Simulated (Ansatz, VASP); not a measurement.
**Y3AlN4 in VASP and in Ansatz**

```xyz
8
Lattice="3.4273 0.0432 -0.0002 0.0617 4.9476 -0.0006 0.0011 0.0013 6.6951" Properties=species:S:1:pos:R:3 pbc="T T T"
Y     1.7509    2.4281    1.6375
Y     0.1139   -0.0474    3.3476
Y     1.7514    2.4286    5.0567
Al   -0.6065   -0.3200    0.0000
N     0.1072    2.4937    3.3473
N     1.9290    0.0920    5.0602
N     0.0068    2.8189   -0.0003
N     1.9286    0.0915    1.6347
```

Change from the starting cell: cell x1, atoms moved at random (sigma 0.05 Å) and cell strained at random (1.5 %), then relaxed without symmetry.

Alike in both runs: functional PBE; k mesh 4 × 4 × 2; occupations gaussian, width 0.1 eV; no spin polarisation.

Ansatz relaxed the structure, and its values are those at the end. VASP's run is a single point on that final structure, the one shown.

```csv
,VASP,Ansatz
version,VASP 6.6.1,Ansatz 0.2.0
potentials or method,"VASP PAW PBE potentials, release 64 (Y_sv, Al, N)","scalar-relativistic, plane waves, PAW"
plane-wave cutoff (eV),520,420
valence electrons in the cell,56,56
```

|  | VASP | Ansatz | Ansatz less VASP |
| --- | --- | --- | --- |
| gap on the k mesh at the Fermi level (eV) | 0.98 | 0.98 | +0.005 |
| least direct gap on the mesh (eV) | 0.98 | 0.98 | +0.005 |
| pressure (GPa) | -0.2 | 0.0 | +0.16 |
| rms of the force components (eV/Å) | 0.006 | 0.006 | 0.0000 |

Caveats: the k mesh is coarse (spacing up to 0.47 Å⁻¹), so the values aren't converged. A k mesh can miss the band edges.
